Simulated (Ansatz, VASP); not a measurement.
# Cross-check of MnSe between VASP and Ansatz

Aim: how closely do two programs agree when they are given the same cell, functional and k mesh? The cell is taken from a series of runs on this material, whose earlier steps may have relaxed, scaled, displaced or heated it; both programs get it as it stands.

Program: Ansatz 0.2.0. Level of theory: plane waves, with VASP 6.6.1 beside it; relaxation of cell and atoms at PBEsol. Results are calculated unless marked as measured.

### 1. The structure

The structure is tetragonal, space group I-4m2 (No. 119). The conventional cell has a = 4.066 Å, b = 4.066 Å, c = 5.561 Å, α = 90.00°, β = 90.00°, γ = 90.00°. Nearest to Mn lie 4 Se at 2.46 Å. Se has 4 Mn at 2.46 Å nearest. Farther neighbours and most contacts between anions are not listed.

### 2. Ansatz: relaxation of cell and atoms, PBEsol

Ansatz runs on its PAW soft_1 files.

The relaxed volume is the usual yardstick between codes: in a stiff, nearly cubic crystal its relative difference is about their pressure difference at one cell divided by the bulk modulus.

File input.yaml:

```yaml
crystal:
  lattice:
    - [2.8753536029, -2.8753536029, 0.0]
    - [-2.8753536029, -2.8753536029, 0.0]
    - [0.0, 0.0, -5.5614352747]
  atoms:
    - { symbol: Mn, position: [0.5, 0.5, 0.5], spin: -4.27 }
    - { symbol: Mn, position: [0.0, 0.0, 0.0], spin: 4.27 }
    - { symbol: Se, position: [0.5, 0.0, 0.25] }
    - { symbol: Se, position: [0.0, 0.5, 0.75] }
kpoints:
  mp_grid: { grid: [8, 8, 6] }
hamiltonian:
  xc: pbesol
  pseudopotentials: { kind: paw, azcp: { folder: soft_1 }, xc_functional: pbe }
scf:
  occupations: { method: gaussian, width: 0.02 }
output:
  forces: true
  stress: true
  eigenvalues: true
  populations: true
  write_density: true
  write_potential: true
  elf: true
  volumetric_format: npy
magnetization:
  spin_polarized: true
relax:
  adjacent_minimum: "off"
  f_tol: 0.001
  max_steps: 60
  cell: { stress_tol: 0.01 }
```

Run with:

```bash
ansatz run input.yaml --threads 4 --pin off --max-ram 10240MiB --backend cpu --events-out ev --progress --plain --runs-dir out
```

Numbers of over 12 decimals in the logs are rounded to 6 here.

The program printed:

```text
Engine: ansatz 0.2.0, aarch64-unknown-linux-gnu
Pseudopotentials: kind: paw
Pseudopotential: Mn, paw, valence charge 15, recommended cutoff 420 eV (normal), soft_1/Mn.paw.azcp
Pseudopotential: Se, paw, valence charge 16, recommended cutoff 420 eV (normal), soft_1/Se.paw.azcp
Functional definition: PBEsol
  exchange = pbesol_x
  correlation = pbesol_c
Crystal: 4 atoms, lattice volume = 91.960 Å³
Basis set: ecut = 420 eV, 1819 PW (Γ), exchange–correlation on 60×60×80 points (8 copies of the dense FFT grid, shifted against one another)
Bands: 43, of which v1, the nominal top of the filled ones, is band 31 counted from 1 (30 counted from 0)
Symmetry: 8 space group operations
Space group: P-4m2 (ITA 115), of the structure as read, at distance tolerance 4.5e-5 Å
Magnetic group: BNS 115.290 (UNI 950), of the structure as read, at distance tolerance 4.5e-5 Å
k-points: 60 of 384 (time reversal used)
Non-local potential: Mn, projectors of the file, l = 0: 3, l = 1: 2, l = 2: 3, l = 3: 1
Non-local potential: Se, projectors of the file, l = 0: 2, l = 1: 2, l = 2: 3, l = 3: 1
PAW form: soft (Blöchl's): semilocal exchange-correlation on the pseudo side does not see the compensation charge
PAW frozen core: Mn, regenerated for the run's functional, and the local potential with it (the file was generated under x = pbe(κ = 0.804, μ = 0.219515), c = pbe(β = 0.066725))
PAW frozen core: Se, regenerated for the run's functional, and the local potential with it (the file was generated under x = pbe(κ = 0.804, μ = 0.219515), c = pbe(β = 0.066725))
PAW one-centre angular grid: Mn, 590 points (default); XC on 64 Gauss nodes
PAW one-centre angular grid: Se, 590 points (default); XC on 64 Gauss nodes
Initial density: superposition of atomic densities (chi_scale 0.1, normalization cell, long waves kept (reshape's long-wave potential 0.00 eV rms))
Starting moments: Σ|m| = 8.54 μB on 2 of 4 sites
Starting magnetic order: antiferromagnet; a translation exchanges its spin sublattices: spin-degenerate at every k-point
Initial wavefunctions: pseudopotential atomic-orbital guess
Functional: x = pbesol(κ = 0.804, μ = 0.123457), c = pbesol(β = 0.046)
SCF iter   1: F=—  HF=-18587.988815 eV  |F-HF|=—  |Δ(HF+E_count)|=         —  Δρ=6.27e-2 (↑6.27e-2 ↓6.27e-2)  dr2=1.47e1  dr2_m=1.43e-1  M=0.000 μB ∫|m|=8.379 μB  β_m=0.30  ethr=3.10e-3  ⟨swp⟩=5.1  Hψ=9122  notcnv=0  defer=2
Mixer restart at iter 1: flushing history
preconditioner: auto → Resta (q_TF=auto, 2.555 Å⁻¹)  ε∞=6.1  [insulator: Δε(μ)=0.598 eV  Ē_g=8.768 eV  σ=0.020 eV  W_gap=1.00  n_scr=28 (ndim 8)  ℏωp=19.7 eV  f_vac=0.016  D(μ)=0.00/eV (n_scr^D=0)  ε∞_Penn≈6.1]
spin=Collinear: Resta preconditioning applied to the charge; magnetization (m = ρ↑ − ρ↓) channel mixes plain (no charge-response kernel on spin).
SCF iter   2: F=—  HF=-18587.506266 eV  |F-HF|=—  |Δ(HF+E_count)|=   4.83e-1  Δρ=2.55e-2 (↑2.55e-2 ↓2.55e-2)  dr2=3.02e0  dr2_m=2.58e-2  M=0.000 μB ∫|m|=8.530 μB  β_m=0.39  ethr=3.10e-3  ⟨swp⟩=3.0  Hψ=5518  notcnv=0  defer=383
SCF iter   3: F=—  HF=-18587.289378 eV  |F-HF|=—  |Δ(HF+E_count)|=   2.17e-1  Δρ=1.02e-2 (↑1.02e-2 ↓1.02e-2)  dr2=4.88e-1  dr2_m=4.92e-3  M=0.000 μB ∫|m|=8.590 μB  β_m=0.56  ethr=3.10e-3  ⟨swp⟩=2.1  Hψ=3635  notcnv=0  defer=371
SCF iter   4: F=—  HF=-18587.096816 eV  |F-HF|=—  |Δ(HF+E_count)|=   1.93e-1  Δρ=4.07e-3 (↑4.07e-3 ↓4.07e-3)  dr2=4.55e-2  dr2_m=3.71e-4  M=0.000 μB ∫|m|=8.680 μB  β_m=0.78  ethr=7.88e-4  ⟨swp⟩=3.0  Hψ=3994  notcnv=0  defer=367
SCF iter   5: F=—  HF=-18587.125570 eV  |F-HF|=—  |Δ(HF+E_count)|=         —  Δρ=1.14e-3 (↑1.14e-3 ↓1.14e-3)  dr2=3.24e-3  dr2_m=7.01e-4  M=0.000 μB ∫|m|=8.739 μB  β_m=0.78  ethr=7.34e-5  ⟨swp⟩=3.1  Hψ=4168  notcnv=0  defer=355
Mixer restart at iter 5: flushing history
SCF iter   6: F=—  HF=-18587.125507 eV  |F-HF|=—  |Δ(HF+E_count)|=   6.30e-5  Δρ=5.41e-4 (↑5.41e-4 ↓5.41e-4)  dr2=1.03e-3  dr2_m=6.44e-6  M=0.000 μB ∫|m|=8.741 μB  β_m=0.81  ethr=5.22e-6  ⟨swp⟩=2.0  Hψ=4505  notcnv=0  defer=355
SCF iter   7: F=—  HF=-18587.125733 eV  |F-HF|=—  |Δ(HF+E_count)|=   2.26e-4  Δρ=3.52e-4 (↑3.52e-4 ↓3.52e-4)  dr2=4.03e-4  dr2_m=3.83e-5  M=0.000 μB ∫|m|=8.745 μB  β_m=0.78  ethr=1.65e-6  ⟨swp⟩=2.0  Hψ=4685  notcnv=0  defer=355
SCF iter   8: F=—  HF=-18587.125765 eV  |F-HF|=—  |Δ(HF+E_count)|=   3.23e-5  Δρ=1.43e-4 (↑1.43e-4 ↓1.43e-4)  dr2=5.24e-5  dr2_m=4.01e-6  M=0.000 μB ∫|m|=8.745 μB  β_m=0.70  ethr=6.50e-7  ⟨swp⟩=2.0  Hψ=3882  notcnv=0  defer=355
[...]
spin=Collinear: Resta preconditioning applied to the charge; magnetization (m = ρ↑ − ρ↓) channel mixes plain (no charge-response kernel on spin).
[...]
SCF iter   5: F=—  HF=-18587.125817 eV  |F-HF|=—  |Δ(HF+E_count)|=   6.20e-9  Δρ=6.26e-7 (↑6.26e-7 ↓6.26e-7)  dr2=1.28e-9  dr2_m=1.20e-10  M=0.000 μB ∫|m|=8.744 μB  β_m=0.88  ethr=4.74e-11  ⟨swp⟩=2.0  Hψ=3345  notcnv=0
SCF iter   6: F=-18587.125817 eV  HF=-18587.125817 eV  |F-HF|=7.28e-11  |Δ(HF+E_count)|=   1.18e-9  Δρ=1.75e-7 (↑1.75e-7 ↓1.75e-7)  dr2=1.18e-10  dr2_m=3.91e-12  M=0.000 μB ∫|m|=8.744 μB  ethr=2.06e-12  ⟨swp⟩=4.8  Hψ=12547  notcnv=0
SCF 3 converged in 6 iterations: F = -18587.125817 eV  dr2 = 1.18e-10
relax step   3: F+E_penalty+E_count = -18587.12581696 eV  Δ(F+E_penalty+E_count) = -2.448e-5 eV  max|allowed force component| = 4.010e-17 eV/Å  Δτ_max = 0.0000 Å  P = +0.002 GPa  Ω = 91.924 Å³  energy of the carried Pulay correction = +1.432e-5 eV  (6 SCF iters, dr2 threshold 2.34e-9 eV, accepted)
Initial wavefunctions: pseudopotential atomic-orbital guess (no wavefunctions were taken with the density)
iter 1 solved again at ethr=1.04e-7 eV; its pass at ethr=3.10e-3 eV (dr2=6.44e-5 eV) is discarded
SCF iter   1: F=—  HF=-18587.125808 eV  |F-HF|=—  |Δ(HF+E_count)|=         —  Δρ=2.69e-6 (↑2.69e-6 ↓2.69e-6)  dr2=7.68e-10  dr2_m=5.04e-9  M=0.000 μB ∫|m|=8.744 μB  β_m=0.65  ethr=1.04e-7  ⟨swp⟩=3.0  Hψ=16747  notcnv=0
eigensolver tolerance schedule: the retry pair's looser diagonalisation over-reported the residual by 83935.04 of it (diagonalisation noise at an unbounded share of the residual, at the tolerance the schedule requests for it); recorded, not acted on — ethr = c·dr2/N_el stays at c = 1.0e-1
spin=Collinear: Resta preconditioning applied to the charge; magnetization (m = ρ↑ − ρ↓) channel mixes plain (no charge-response kernel on spin).
SCF iter   2: F=—  HF=-18587.125807 eV  |F-HF|=—  |Δ(HF+E_count)|=   8.68e-7  Δρ=9.67e-7 (↑9.67e-7 ↓9.67e-7)  dr2=1.62e-10  dr2_m=6.21e-10  M=0.000 μB ∫|m|=8.744 μB  β_m=0.64  ethr=1.24e-12  ⟨swp⟩=3.3  Hψ=6079  notcnv=0
SCF iter   3: F=—  HF=-18587.125807 eV  |F-HF|=—  |Δ(HF+E_count)|=   9.34e-8  Δρ=1.29e-7 (↑1.29e-7 ↓1.29e-7)  dr2=3.40e-11  dr2_m=3.28e-12  M=0.000 μB ∫|m|=8.744 μB  β_m=0.62  ethr=1.00e-12  ⟨swp⟩=2.6  Hψ=3897  notcnv=0
SCF iter   4: F=—  HF=-18587.125807 eV  |F-HF|=—  |Δ(HF+E_count)|=   1.68e-8  Δρ=4.91e-8 (↑4.91e-8 ↓4.91e-8)  dr2=7.12e-12  dr2_m=8.45e-13  M=0.000 μB ∫|m|=8.744 μB  β_m=0.68  ethr=1.00e-12  ⟨swp⟩=1.0  Hψ=2580  notcnv=0
SCF iter   5: F=—  HF=-18587.125807 eV  |F-HF|=—  |Δ(HF+E_count)|=  7.28e-12  Δρ=2.89e-8 (↑2.89e-8 ↓2.89e-8)  dr2=3.84e-12  dr2_m=1.95e-13  M=0.000 μB ∫|m|=8.744 μB  β_m=0.84  ethr=1.00e-12  ⟨swp⟩=1.0  Hψ=2580  notcnv=0
SCF iter   6: F=—  HF=-18587.125807 eV  |F-HF|=—  |Δ(HF+E_count)|=    0.00e0  Δρ=1.36e-8 (↑1.36e-8 ↓1.36e-8)  dr2=2.15e-13  dr2_m=6.91e-14  M=0.000 μB ∫|m|=8.744 μB  β_m=0.92  ethr=1.00e-12  ⟨swp⟩=1.0  Hψ=2580  notcnv=0
SCF iter   7: F=-18587.125807 eV  HF=-18587.125807 eV  |F-HF|=0.00e0  |Δ(HF+E_count)|=  3.64e-12  Δρ=7.60e-9 (↑7.60e-9 ↓7.60e-9)  dr2=1.91e-13  dr2_m=9.53e-15  M=0.000 μB ∫|m|=8.744 μB  ethr=1.00e-12  ⟨swp⟩=3.0  Hψ=9120  notcnv=0
SCF 4 converged in 7 iterations: F = -18587.125807 eV  dr2 = 1.91e-13
relax step   4: F+E_penalty+E_count = -18587.12580678 eV  Δ(F+E_penalty+E_count) = +1.018e-5 eV  max|allowed force component| = 3.843e-17 eV/Å  Δτ_max = 0.0000 Å  P = +0.002 GPa  Ω = 91.924 Å³  stress off target by 2.33e-3 GPa  SCF on the basis re-selected at this cell (its energy is not comparable with the rows above)  (7 SCF iters)
basis re-selected at this cell: Δ(F+E_penalty+E_count) = +1.018e-5 eV, ΔP = -0.000 GPa vs the last step (what re-selecting the basis moved, of the pressure what is left beyond the Pulay correction that the steps carried, after the strain that the cell walked since its last selection, with what the two solves' SCF thresholds leave and, on support functions, any second-order correction that the steps lacked; it is no m [...]
SCF converged after 7 iterations
Magnetization: 0.0000 μB (31.0000 up, 31.0000 down)
Absolute magnetization: 8.7493 μB (∫|ρ↑−ρ↓|, with the PAW one-centre terms)
Spin contamination: 4.4762 ħ² per cell (⟨S²⟩ above its minimum at these occupations)
Per-site moments (μB) at R_I (Å): [(-3.880768, 1.015953), (3.880768, 1.015953), (4.068061662846867e-16, 1.015953), (-4.2397526439081903e-16, 1.015953)]
Free energy (F): -18587.125807 eV
Harris-Foulkes:  -18587.125807 eV  (|F-HF|=0.00e0)
Internal energy: -18587.125807 eV  (E = F + TS)
E sigma→0 (E₀):  -18587.125807 eV
Fermi energy:    8.564995 eV
--- Per-component energies (eV) ---
  E_band       = -1440.980015
  E_kinetic    = 850.865779
  E_local      = -10921.580090  (includes V_loc(G=0)·N_el)
  E_nonlocal   = 229.091518
  E_hartree    = 4971.152780
  E_xc         = -381.359871
  E_vxc        = -452.935473  (∫ρ·V_xc dr)
  E_paw        = -6776.768273  (= ΣΔE_a)
  E_vpaw       = -1088.726796  (= ΣTr[D̂ρ^β])
  E_aug_tail   = -0.000535  (compensation charges beyond the density's cutoff)
  E_ewald      = -6560.883320
  E_core_change = 2.356205  (= ΣΔE_core)
  E_smearing   = -0.000000  (= −TS)
  E_closure    = -0.000000  (closes the sum)
  Σ components = -18587.125807   (vs F -18587.125807, Δ=0.00e0)
--- Forces (eV/Å), atoms counted from 1 ---
  atom   1  Mn     0.00000000    -0.00000000     0.00000000
  atom   2  Mn     0.00000000    -0.00000000     0.00000000
  atom   3  Se    -0.00000000     0.00000000     0.00000000
  atom   4  Se    -0.00000000     0.00000000    -0.00000000
  max |Σ_I F_I| component: 1.38e-16 eV/Å
--- Stress (GPa, compression-positive) ---
        0.002333       0.000000       0.000000
        0.000000       0.002333       0.000000
        0.000000       0.000000      -0.000147
  P = ⅓ Tr σ = 0.0015 GPa (0.015 kbar)
--- Band table (eV; the first three rows and the last of 120) ---
  k-point 0 ↑: bands = [... 27 lower, 6.0337, 7.1913, 7.8369, 7.8369, 9.3482, 9.5698, 10.0622, 10.6137, ... 8 higher]
  k-point 1 ↑: bands = [... 27 lower, 5.9961, 7.2094, 7.8856, 7.8856, 9.4502, 9.5677, 10.0040, 11.0798, ... 8 higher]
  k-point 2 ↑: bands = [... 27 lower, 5.9267, 7.2546, 7.9928, 7.9928, 9.5635, 9.6124, 10.1942, 10.7939, ... 8 higher]
  k-point 59 ↓: bands = [... 27 lower, 5.9265, 5.9328, 6.1880, 6.7145, 9.3231, 9.3231, 9.6688, 9.6874, ... 8 higher]
--- Relaxed structure (3 steps of the walk, 3 accepted, 1 SCFs on fresh bases) ---
  F+E_penalty+E_count = -18587.12580678 eV   max|allowed force component| = 3.843e-17 eV/Å   (the final SCF, on the basis selected at the relaxed cell)
  cell:  # Å, volume = 91.9243 Å³
    - [2.878099, -2.878099, 1.069887762603068e-19]
    - [-2.878099, -2.878099, -1.0698877626030387e-19]
    - [-2.0693495008437802e-19, 0, -5.548670]
  atoms:
    - { symbol: Mn, position: [0.5, 0.5, 0.500000] }
    - { symbol: Mn, position: [0.0, 0.0, 0.0] }
    - { symbol: Se, position: [0.5, 0, 0.250000] }
    - { symbol: Se, position: [0.0, 0.5, 0.75] }
--- Löwdin populations: 4 sites ---
  site symbol       q [e]    m [muB]
     0     Mn     14.0916    -4.2670
     1     Mn     14.0916     4.2670
     2     Se     16.7439     0.0000
     3     Se     16.7439     0.0000
  spilling = 0.005307 (of n_electrons = 62.000000)
```

(Part 1 of 2 ends here.)

[Lines on the potential files, build, host, timing and source positions are cut from VASP's logs without a mark.]

[Logs are printed without paths, hosts, clocks, repeated set-up lines and the standing remarks that a program may print on its own settings, such as how far it seeks lower states.]

[Hosts, paths, dates, database ids (printed as entryN), source tags and the programs' standing remarks are cut or masked in the printed files.]
